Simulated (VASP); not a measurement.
# How strain moves the gap of CO2, part 4 of 4

Aim: follow the gap and pressure of CO2 through compression, expansion and shear. All runs use LDA. Left out of this account: 1 further run (self-consistent run: a reference on another mesh). The start is a computed cell from the Materials Project.

VASP 6.6.1; LDA; plane waves and PAW (C, O).

So far, least gap on mesh and path (eV): step 2 (bands, cell as listed) 7.38; step 3 (cell volume +4.0 %) 7.23; step 4 (cell volume +8.0 %) 7.01; step 5 (bands, sheared, principal strains -2.8, -1.1, +4.0 %) 6.97; step 6 (cell volume -4.0 %) 7.53.

## 7. Bands, volume times 0.92

The cell is scaled evenly once more. A prediction first. A parabola through the 4 pressures of evenly scaled cells so far, P = -11.81 -243.6 t +515 t² GPa with t = ln(V/V₁) and V₁ the volume at scale 1, gives 12.09 GPa at t = -0.0834. A straight line through the gaps, 7.369 -4.34 t eV, gives 7.73 eV.

INCAR

```
SYSTEM = CO2
PREC = Accurate
ENCUT = 520
EDIFF = 1E-06
NELM = 100
ISMEAR = -1
SIGMA = 0.05
LREAL = .FALSE.
ALGO = Normal
GGA = CA
NBANDS = 32
LORBIT = 11
LWAVE = .FALSE.
LCHARG = .FALSE.
KPAR = 4
```

POSCAR

```
CO2
1.0
   -1.9205974150      1.9205974150      2.9314391324
    1.9205974150     -1.9205974150      2.9314391324
    1.9205974150      1.9205974150     -2.9314391324
C O
2 4
Direct
    0.7500000000      0.2500000000      0.5000000000
    0.0000000000      0.0000000000      0.0000000000
    0.7097980000      0.1250000000      0.0847980000
    0.0402020000      0.6250000000      0.9152020000
    0.3750000000      0.2902020000      0.4152020000
    0.8750000000      0.9597980000      0.5847980000
```

KPOINTS

```
Automatic mesh
0
Gamma
9 9 9
0 0 0
```

KPOINTS_OPT

```
Line mode
16
Line-mode
Reciprocal
  0.00000000   0.00000000   0.00000000 GAMMA
  0.00000000   0.00000000   0.50000000 X

  0.00000000   0.00000000   0.50000000 X
 -0.21462530   0.21462530   0.50000000 Y

 -0.21462530   0.21462530   0.50000000 Y
 -0.35731265   0.35731265   0.35731265 S

 -0.35731265   0.35731265   0.35731265 S
  0.00000000   0.00000000   0.00000000 GAMMA

  0.00000000   0.00000000   0.00000000 GAMMA
  0.50000000   0.50000000  -0.50000000 Z

  0.50000000   0.50000000  -0.50000000 Z
  0.35731265   0.64268735  -0.35731265 S1

  0.35731265   0.64268735  -0.35731265 S1
  0.00000000   0.50000000   0.00000000 N

  0.00000000   0.50000000   0.00000000 N
  0.25000000   0.25000000   0.25000000 P

  0.25000000   0.25000000   0.25000000 P
  0.50000000   0.50000000  -0.21462530 Y1

  0.50000000   0.50000000  -0.21462530 Y1
  0.50000000   0.50000000  -0.50000000 Z

  0.00000000   0.00000000   0.50000000 X
  0.25000000   0.25000000   0.25000000 P
```

Potentials, in the order of the species: C and O (LDA family, release 64).

Launch:

```sh
$ mpirun -np 4 vasp_std
```

The log of the run:

```text
[... set-up lines as in an earlier step ...]
 entering main loop
       N       E                     dE             d eps       ncg     rms          rms(c)
DAV:   1     0.132358659382E+03    0.13236E+03   -0.17946E+04  4808   0.100E+03
DAV:   2    -0.463862027088E+02   -0.17874E+03   -0.17149E+03  5864   0.261E+02
DAV:   3    -0.523120810213E+02   -0.59259E+01   -0.58909E+01  5824   0.431E+01
DAV:   4    -0.523406587543E+02   -0.28578E-01   -0.28576E-01  5240   0.342E+00
DAV:   5    -0.523408309424E+02   -0.17219E-03   -0.17219E-03  5912   0.237E-01    0.133E+01
DAV:   6    -0.491897061516E+02    0.31511E+01   -0.39047E+00  5016   0.158E+01    0.516E+00
DAV:   7    -0.490810059010E+02    0.10870E+00   -0.62523E-01  5808   0.458E+00    0.285E+00
DAV:   8    -0.490317623057E+02    0.49244E-01   -0.57847E-02  5096   0.184E+00    0.518E-01
DAV:   9    -0.490275615044E+02    0.42008E-02   -0.94732E-03  5480   0.824E-01    0.224E-01
DAV:  10    -0.490272755116E+02    0.28599E-03   -0.16368E-03  5392   0.239E-01    0.499E-02
DAV:  11    -0.490272492387E+02    0.26273E-04   -0.77364E-05  5680   0.608E-02    0.182E-02
DAV:  12    -0.490272499736E+02   -0.73489E-06   -0.10454E-05  5632   0.186E-02    0.528E-03
DAV:  13    -0.490272496594E+02    0.31420E-06   -0.11939E-06  3128   0.692E-03
   1 F= -.49027250E+02 E0= -.49027250E+02  d E =-.426745E-11
 Start KPOINTS_OPT (optional k-point list driver)
k-point batch [1-75\176]
       N       E                     dE             ncg
DAV:   1    -0.104132278575E+04   -0.62737E+05     4800
DAV:   2    -0.141466497019E+05   -0.13105E+05     5960
DAV:   3    -0.145973962606E+05   -0.45075E+03     5816
DAV:   4    -0.145995755588E+05   -0.21793E+01     5264
DAV:   5    -0.145995883647E+05   -0.12806E-01     5880
DAV:   6    -0.145995884780E+05   -0.11332E-03     5392
DAV:   7    -0.145995884792E+05   -0.11514E-05     4696
DAV:   8    -0.145995884793E+05   -0.12111E-06     3816
[...]
k-point batch [151-176\176]
       N       E                     dE             ncg
DAV:   1     0.565905506844E+05   -0.31328E+05     1664
DAV:   2     0.519297802050E+05   -0.46608E+04     2072
DAV:   3     0.517631880677E+05   -0.16659E+03     2032
DAV:   4     0.517623592842E+05   -0.82878E+00     1824
DAV:   5     0.517623544989E+05   -0.47853E-02     2008
DAV:   6     0.517623544568E+05   -0.42115E-04     1896
DAV:   7     0.517623544564E+05   -0.43010E-06     1592
```

Wall time 27 s (4 MPI ranks of Intel Xeon 6975P-C (Granite Rapids), shared host); peak memory 0.94 GiB; 1.7 min of CPU time.

OUTCAR, selected parts (step 7):

```text
   ENCUT  =  520.0 eV  38.22 Ry    6.18 a.u.   7.43  7.43  7.43*2*pi/ulx,y,z

   NELECT =      32.0000    total number of electrons

 E-fermi :   4.0509

 k-point     1 :       0.0000    0.0000    0.0000
  band No.  band energies     occupation
    ...
     12       1.5462      2.00000
     13       1.5462      2.00000
     14       1.8962      2.00000
     15       1.8962      2.00000
     16       2.3242      2.00000
     17      10.5625      0.00000
     18      12.6839      0.00000
     19      12.6839      0.00000
     20      13.3133      0.00000
     21      15.7157      0.00000
    ...

  Total        3.6346356      3.6346356      2.8300317      0.0000000      0.0000000      0.0000000
  in kB      134.6349784    134.6349784    104.8306618      0.0000000      0.0000000      0.0000000
  external PRESSURE =     124.7002062 kB  Pullay stress =       0.0000000 kB

 POSITION                                       TOTAL-FORCE (eV/Angst)
 -----------------------------------------------------------------------------------
     -0.00000      1.92060      1.46572        -0.000000     -0.000000      0.000000
      0.00000      0.00000      0.00000        -0.000000     -0.000000      0.000000
     -0.96030      1.28602      2.19858         0.000000     -0.859915      0.000000
      2.88090      0.63457     -0.73286        -0.000000      0.859915     -0.000000
      0.63457      0.96030      0.73286         0.859915     -0.000000     -0.000000
      1.28602      0.96030      3.66430        -0.859915      0.000000      0.000000
 -----------------------------------------------------------------------------------
    total drift:                               -0.000002     -0.000002     -0.000003

  FREE ENERGIE OF THE ION-ELECTRON SYSTEM (eV)
  ---------------------------------------------------
  free  energy   TOTEN  =       -49.0272496594 eV

  energy  without entropy=      -49.0272496594  energy(sigma->0) =      -49.02724966

[... 4 parts as in an earlier step ...]

[... 12 further parts left out ...]
```

Numbers from this step:

| Property | Result |
| --- | --- |
| free energy (TOTEN) | -49.03 eV |
| Fermi energy | 4.051 eV |
| pressure | 12.47 GPa |
| least gap on mesh and path | 7.665 eV |
| least direct gap on mesh and path | 8.238 eV |

Electronic bands along the path, in eV, zero at the valence-band top; v1 is the highest filled band, c1 the lowest empty one:

```csv
point,v4,v3,v2,v1,c1,c2,c3,c4
Γ,-1.35,-1.00,-1.00,-0.57,7.67,9.79,9.79,10.42
0.47 of the way,-1.36,-1.33,-0.90,-0.78,8.29,9.81,10.43,11.07
X,-0.79,-0.79,-0.54,-0.54,9.59,9.59,10.51,10.51
0.47 of the way,-0.76,-0.76,-0.59,-0.59,9.53,9.53,10.52,10.52
Y,-1.10,-1.10,-0.42,-0.42,9.26,9.26,10.81,10.81
0.47 of the way,-1.75,-1.20,-0.42,-0.25,8.73,9.50,10.99,11.29
S,-2.26,-1.26,-0.46,-0.18,8.47,9.63,11.10,11.60
0.53 of the way,-1.79,-1.15,-0.93,-0.62,8.14,9.94,10.36,11.25
Γ,-1.35,-1.00,-1.00,-0.57,7.67,9.79,9.79,10.42
0.53 of the way,-2.19,-2.01,-0.58,-0.58,9.42,9.58,9.58,11.59
Z,-3.05,-3.05,-0.08,-0.08,9.24,9.24,11.46,11.46
0.47 of the way,-2.65,-2.26,-0.17,-0.08,8.98,9.32,11.39,11.55
S1,-2.26,-1.26,-0.46,-0.18,8.47,9.63,11.10,11.60
0.47 of the way,-2.18,-1.01,-0.49,-0.32,8.43,10.01,10.48,11.44
N,-1.97,-1.65,-0.52,0.00,8.64,10.05,10.65,10.83
0.47 of the way,-1.49,-1.43,-0.67,-0.22,8.96,9.69,10.40,10.70
P,-0.97,-0.97,-0.66,-0.66,9.72,9.72,9.84,9.84
0.47 of the way,-0.99,-0.82,-0.63,-0.57,9.45,9.68,9.91,10.61
Y1,-1.10,-1.10,-0.42,-0.42,9.26,9.26,10.81,10.81
0.47 of the way,-1.96,-1.96,-0.19,-0.19,9.11,9.11,11.34,11.34
Z,-3.05,-3.05,-0.08,-0.08,9.24,9.24,11.46,11.46
jump to X,-0.79,-0.79,-0.54,-0.54,9.59,9.59,10.51,10.51
0.47 of the way,-0.85,-0.85,-0.60,-0.60,9.60,9.60,10.22,10.22
P,-0.97,-0.97,-0.66,-0.66,9.72,9.72,9.84,9.84
```

Of the projections kept (C, O), the largest for each band there; the rest of the weight can lie on other orbitals:

```csv
point,v4,v3,v2,v1,c1,c2,c3,c4
Γ,O 0.93,O 0.96,O 0.96,O 0.99,C 0.65,C 0.69,C 0.69,O 0.72
X,O 0.98,O 0.98,O 0.95,O 0.95,C 0.59,C 0.59,C 0.60,C 0.60
Y,O 0.94,O 0.94,O 0.99,O 0.99,C 0.61,C 0.61,C 0.58,C 0.58
S,O 0.87,O 0.95,O 1.00,O 1.00,C 0.65,C 0.56,C 0.54,C 0.54
Γ,O 0.93,O 0.96,O 0.96,O 0.99,C 0.65,C 0.69,C 0.69,O 0.72
Z,O 0.90,O 0.90,O 1.00,O 1.00,C 0.58,C 0.58,O 0.57,O 0.57
```

Force by atom:

```csv
atom,x (eV/Å),y (eV/Å),z (eV/Å),size
C1,0.000,0.000,0.000,0.000
C2,0.000,0.000,0.000,0.000
O3,0.000,-0.860,0.000,0.860
O4,0.000,0.860,0.000,0.860
O5,0.860,0.000,0.000,0.860
O6,-0.860,0.000,0.000,0.860
```

The gap is 7.67 eV, indirect, from N to Γ. That is +0.28 eV from the cell as listed. The pressure is 12.47 GPa. The parabola predicted 12.09 GPa, -0.38 GPa off. The line predicted a gap of 7.73 eV, +0.07 eV off, so the trend bends or another valley takes over.

## 8. Bands, atoms displaced by up to 0.15 Å

The atoms are moved off their sites at random, as a crude picture of disorder.

INCAR is that of step 7.

POSCAR

```
CO2
1.0
   -1.9747270000      1.9747270000      3.0140580000
    1.9747270000     -1.9747270000      3.0140580000
    1.9747270000      1.9747270000     -3.0140580000
C O
2 4
Direct
    0.7469140000      0.2728900000      0.5028000000
   -0.0265550000      0.0046800000      0.0059730000
    0.6859030000      0.1221950000      0.0837570000
    0.0240270000      0.6406660000      0.9238940000
    0.3661140000      0.2898280000      0.3747250000
    0.9046590000      0.9381230000      0.5796310000
```

KPOINTS is that of step 7.

KPOINTS_OPT

```
Line mode
16
Line-mode
Reciprocal
  0.00000000   0.00000000   0.00000000 GAMMA
  0.50000000  -0.50000000   0.00000000 X

  0.50000000  -0.50000000   0.00000000 X
  0.50000000  -0.50000000   0.21462530 Y

  0.50000000  -0.50000000   0.21462530 Y
  0.35731265  -0.35731265   0.35731265 S

  0.35731265  -0.35731265   0.35731265 S
  0.00000000   0.00000000   0.00000000 GAMMA

  0.00000000   0.00000000   0.00000000 GAMMA
  0.50000000   0.50000000  -0.50000000 Z

  0.50000000   0.50000000  -0.50000000 Z
  0.64268735   0.35731265  -0.35731265 S1

  0.64268735   0.35731265  -0.35731265 S1
  0.50000000   0.00000000   0.00000000 N

  0.50000000   0.00000000   0.00000000 N
  0.75000000  -0.25000000  -0.25000000 P

  0.75000000  -0.25000000  -0.25000000 P
  0.78537470   0.21462530  -0.50000000 Y1

  0.78537470   0.21462530  -0.50000000 Y1
  0.50000000   0.50000000  -0.50000000 Z

  0.50000000  -0.50000000   0.00000000 X
  0.75000000  -0.25000000  -0.25000000 P
```

Launch:

```sh
$ mpirun -np 4 vasp_std
```

The log of the run:

```text
[... set-up lines as in an earlier step ...]
 entering main loop
       N       E                     dE             d eps       ncg     rms          rms(c)
DAV:   1     0.130032676189E+03    0.13003E+03   -0.17428E+04 23368   0.984E+02
DAV:   2    -0.447304089496E+02   -0.17476E+03   -0.16685E+03 28760   0.254E+02
DAV:   3    -0.509955253130E+02   -0.62651E+01   -0.62244E+01 28656   0.437E+01
DAV:   4    -0.510278979144E+02   -0.32373E-01   -0.32370E-01 25168   0.358E+00
DAV:   5    -0.510281017172E+02   -0.20380E-03   -0.20380E-03 28872   0.255E-01    0.128E+01
DAV:   6    -0.479730486020E+02    0.30551E+01   -0.37937E+00 25912   0.161E+01    0.509E+00
DAV:   7    -0.478802927267E+02    0.92756E-01   -0.62873E-01 26448   0.473E+00    0.287E+00
DAV:   8    -0.478235172652E+02    0.56775E-01   -0.46757E-02 27360   0.176E+00    0.735E-01
DAV:   9    -0.478205353891E+02    0.29819E-02   -0.88239E-03 28480   0.634E-01    0.197E-01
DAV:  10    -0.478202463791E+02    0.28901E-03   -0.11417E-03 26104   0.243E-01    0.740E-02
DAV:  11    -0.478201956093E+02    0.50770E-04   -0.14758E-04 26096   0.101E-01    0.210E-02
DAV:  12    -0.478201964738E+02   -0.86447E-06   -0.24524E-05 27040   0.306E-02    0.959E-03
DAV:  13    -0.478201965669E+02   -0.93107E-07   -0.12432E-06 14960   0.791E-03
   1 F= -.47820197E+02 E0= -.47820197E+02  d E =-.213856E-10
 Start KPOINTS_OPT (optional k-point list driver)
k-point batch [1-176\176]
       N       E                     dE             ncg
DAV:   1     0.547486149745E+04   -0.17823E+06    11272
DAV:   2    -0.247907503860E+05   -0.30266E+05    13856
DAV:   3    -0.259027749652E+05   -0.11120E+04    13840
DAV:   4    -0.259086368125E+05   -0.58618E+01    12048
DAV:   5    -0.259086734581E+05   -0.36646E-01    14008
DAV:   6    -0.259086738046E+05   -0.34649E-03    12536
DAV:   7    -0.259086738084E+05   -0.37505E-05    11464
DAV:   8    -0.259086738088E+05   -0.37752E-06     8752
```

It took 55 s on 4 MPI ranks; peak memory 2.8 GiB.

Parts of OUTCAR (step 8):

```text
   NELECT =      32.0000    total number of electrons

 E-fermi :   3.6863

 k-point     1 :       0.0000    0.0000    0.0000
  band No.  band energies     occupation
    ...
     12       0.2633      2.00000
     13       0.6394      2.00000
     14       1.0809      2.00000
     15       1.7348      2.00000
     16       2.0188      2.00000
     17       8.9342      0.00000
     18      10.0730      0.00000
     19      10.4691      0.00000
     20      11.0158      0.00000
     21      13.6419      0.00000
    ...

  Total       -2.1322290     -3.2080087     -2.8424168      1.4945948     -1.4167380     -0.8650059
  in kB      -72.6639007   -109.3252292    -96.8662780     50.9340645    -48.2807924    -29.4784001
  external PRESSURE =     -92.9518026 kB  Pullay stress =       0.0000000 kB

 POSITION                                       TOTAL-FORCE (eV/Angst)
 -----------------------------------------------------------------------------------
      0.05682      1.92896      1.55828        -1.007278      0.545660     -2.530688
     -1.90125      1.92484      2.93012        -2.696853      0.243314      3.386416
     -0.94777      1.27857      2.18321        -1.997042      0.674630      3.080103
      3.04213      0.60674     -0.78125        -1.237013      0.378252     -1.169358
      0.58934      0.89062      0.84760         2.858106      0.725776     -2.066710
      1.21070      1.07853      3.80721         4.080080     -2.567631     -0.699764
 -----------------------------------------------------------------------------------
    total drift:                                0.000320      0.000025     -0.000072

  FREE ENERGIE OF THE ION-ELECTRON SYSTEM (eV)
  ---------------------------------------------------
  free  energy   TOTEN  =       -47.8201965669 eV

  energy  without entropy=      -47.8201965669  energy(sigma->0) =      -47.82019657

[... 6 parts as in an earlier step ...]

[... 11 further parts left out ...]
```

Numbers from this step:

| Property | Result |
| --- | --- |
| irreducible k-points | 365 |
| symmetry operations | 1 |
| free energy (TOTEN) | -47.82 eV |
| Fermi energy | 3.686 eV |
| pressure | -9.295 GPa |
| least gap on mesh and path | 5.953 eV |
| least direct gap on mesh and path | 6.263 eV |
| valence top at k | 0.5, 0.5, -0.5 |
| conduction bottom at k | 0.3333, -0.2222, -0.3333 |
| least direct gap at k | -0.3333, 0.3333, 0.3333 |

Electronic bands along the path, in eV, zero at the valence-band top; v1 is the highest filled band, c1 the lowest empty one:

```csv
point,v4,v3,v2,v1,c1,c2,c3,c4
Γ,-1.98,-1.54,-0.88,-0.60,6.32,7.46,7.85,8.40
0.53 of the way,-2.11,-1.68,-1.41,-0.54,6.61,7.49,8.25,9.24
X,-1.50,-1.31,-1.25,-0.43,6.91,7.08,8.17,9.56
0.53 of the way,-1.60,-1.50,-1.17,-0.34,6.73,7.28,8.12,9.59
Y,-2.02,-1.58,-1.19,-0.21,6.53,7.50,8.05,9.68
0.53 of the way,-2.17,-1.91,-1.26,-0.15,6.54,7.48,8.21,9.67
S,-2.44,-1.86,-1.32,-0.10,6.47,7.43,8.55,9.51
0.53 of the way,-2.25,-1.73,-1.35,-0.59,6.57,7.79,8.09,8.86
Γ,-1.98,-1.54,-0.88,-0.60,6.32,7.46,7.85,8.40
0.47 of the way,-2.22,-1.94,-1.47,-0.44,6.71,7.53,8.27,8.78
Z,-3.03,-2.77,-1.08,0.00,6.51,7.87,8.12,9.37
0.53 of the way,-2.67,-2.50,-1.16,-0.01,6.52,7.51,8.45,9.45
S1,-2.44,-1.86,-1.32,-0.10,6.47,7.43,8.55,9.51
0.53 of the way,-2.47,-1.65,-1.13,-0.25,6.37,7.76,8.27,9.22
N,-2.23,-1.66,-1.24,-0.18,6.41,7.97,8.18,8.94
0.47 of the way,-2.04,-1.73,-1.32,-0.29,6.41,7.56,8.25,9.16
P,-1.79,-1.51,-1.30,-0.38,6.49,7.16,8.03,9.58
0.47 of the way,-1.90,-1.37,-1.10,-0.32,6.38,7.20,8.18,9.57
Y1,-1.78,-1.58,-1.19,-0.18,6.34,7.25,8.37,9.80
0.47 of the way,-2.39,-2.15,-1.16,-0.07,6.41,7.35,8.56,9.48
Z,-3.03,-2.77,-1.08,0.00,6.51,7.87,8.12,9.37
jump to X,-1.50,-1.31,-1.25,-0.43,6.91,7.08,8.17,9.56
0.47 of the way,-1.58,-1.40,-1.28,-0.42,6.80,7.07,8.12,9.54
P,-1.79,-1.51,-1.30,-0.38,6.49,7.16,8.03,9.58
```

Of the projections kept (C, O), the largest for each band there; the rest of the weight can lie on other orbitals:

```csv
point,v4,v3,v2,v1,c1,c2,c3,c4
Γ,O 0.91,O 0.94,O 0.98,O 0.98,C 0.56,C 0.61,C 0.53,C 0.58
X,O 0.96,O 0.95,O 0.95,O 0.99,C 0.61,C 0.53,C 0.62,C 0.54
Y,O 0.93,O 0.95,O 0.98,O 0.99,C 0.60,C 0.53,C 0.60,C 0.53
S,O 0.89,O 0.95,O 0.99,O 1.00,C 0.56,C 0.59,C 0.54,O 0.51
Γ,O 0.91,O 0.94,O 0.98,O 0.98,C 0.56,C 0.61,C 0.53,C 0.58
Z,O 0.94,O 0.90,O 0.99,O 1.00,C 0.54,C 0.52,C 0.54,O 0.54
```

Force by atom:

```csv
atom,x (eV/Å),y (eV/Å),z (eV/Å),size
C1,-1.01,0.55,-2.53,2.78
C2,-2.70,0.24,3.39,4.34
O3,-2.00,0.67,3.08,3.73
O4,-1.24,0.38,-1.17,1.74
O5,2.86,0.73,-2.07,3.60
O6,4.08,-2.57,-0.70,4.87
```

The gap is 5.95 eV, indirect. That is -1.43 eV from the cell as listed. The pressure is -9.30 GPa, and the symmetry operations fall from 8 to 1.

## 9. The runs together

| cell | mesh | pressure (GPa) | gap (eV) | direct gap (eV) |
| --- | --- | --- | --- | --- |
| cell as listed | 9×9×9 | -11.83 | 7.385 | 7.891 |
| volume times 1.04 | 9×9×9 | -20.54 | 7.226 | 7.624 |
| volume times 1.08 | 9×9×9 | -27.51 | 7.010 | 7.342 |
| sheared, principal strains -2.8, -1.1, +4.0 % | 9×9×9 | -10.66 | 6.966 | 7.252 |
| volume times 0.96 | 9×9×9 | -0.99 | 7.527 | 8.066 |
| volume times 0.92 | 9×9×9 | 12.47 | 7.665 | 8.238 |
| atoms displaced by up to 0.15 Å | 9×9×9 | -9.30 | 5.953 | 6.263 |

## 10. What came out

| Quantity | Value |
| --- | --- |
| gap, cell as listed | 7.385 eV |
| gap, volume times 1.04 | 7.226 eV |
| gap, volume times 1.08 | 7.010 eV |
| gap, sheared, principal strains -2.8, -1.1, +4.0 % | 6.966 eV |
| gap, volume times 0.96 | 7.527 eV |
| gap, volume times 0.92 | 7.665 eV |
| gap, atoms displaced by up to 0.15 Å | 5.953 eV |
| bulk modulus at the listed volume, shape and positions held | 245 GPa |
| volume deformation potential of the gap | -3.61 eV |

What this shows: At the listed volume the gap of CO2 changes by -3.61 eV per unit of ln V, its volume deformation potential under even scaling. A real pressure also changes the shape of this cell, so no pressure coefficient follows. The band edges move to other points at some volumes, which this slope leaves out. The slope of pressure against ln V at the listed volume gives a bulk modulus of 245 GPa at fixed shape and positions, an upper bound since the atoms bear forces (not that of equilibrium, since the cell bears -11.8 GPa there). With sheared, principal strains -2.8, -1.1, +4.0 %, the gap on the common mesh moves by -0.41 eV. With atoms displaced by up to 0.15 Å, the least gap on mesh and path moves by -1.43 eV. A cell with a path of its own may have its gap from unlike samples: sheared, principal strains -2.8, -1.1, +4.0 %. The atoms were not relaxed in the changed cells. Semilocal functionals usually underestimate gaps.

[Lines on the potential files, build, host, timing and source positions are cut from VASP's logs without a mark.]

[Logs are printed without paths, hosts, clocks, repeated set-up lines and the standing remarks that a program may print on its own settings, such as how far it seeks lower states.]

[Hosts, paths, dates, database ids (printed as entryN), source tags and the programs' standing remarks are cut or masked in the printed files.]

[A measured line is paired with the nearest computed mode of its activity, which favours agreement.]
